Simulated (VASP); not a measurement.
Data:

```
BeTe
1.0
    0.00000     2.65339     2.65339
    2.65339     0.00000     2.65339
    2.65339     2.65339     0.00000
Be Te
1 1
Cartesian
  5.30678   5.30678   5.30678
  2.65339   2.65339   2.65339
```

Method: PBEsol GGA, VASP's PBE PAW potentials (set 64) (plane waves; VASP 6.6.1). Settings: 400 eV cut-off, Gaussian smearing of 0.050 eV, potentials Be Te.

Give the energies of bands 2 to 7 at the high-symmetry points, in eV from the Fermi level.

```json
[
 {"band": "2", "Γ": "-0.18", "X": "-6.23", "U": "-5.61", "L": "-6.93", "W": "-5.04"},
 {"band": "3", "Γ": "-0.18", "X": "-3.06", "U": "-5.10", "L": "-0.19", "W": "-5.04"},
 {"band": "4", "Γ": "-0.18", "X": "-3.06", "U": "-2.39", "L": "-0.19", "W": "-4.22"},
 {"band": "5", "Γ": "3.41", "X": "-0.84", "U": "0.62", "L": "2.33", "W": "3.55"},
 {"band": "6", "Γ": "6.45", "X": "2.95", "U": "5.80", "L": "2.33", "W": "3.57"},
 {"band": "7", "Γ": "6.45", "X": "9.15", "U": "6.40", "L": "3.04", "W": "7.38"}
]
```

It has no gap at this level: it comes out as a metal or semimetal.

The structure was generated: BeTe was put into the rock salt type (Fm-3m), which need not be its known phase. It was relaxed first, which changed the volume by +16 %.
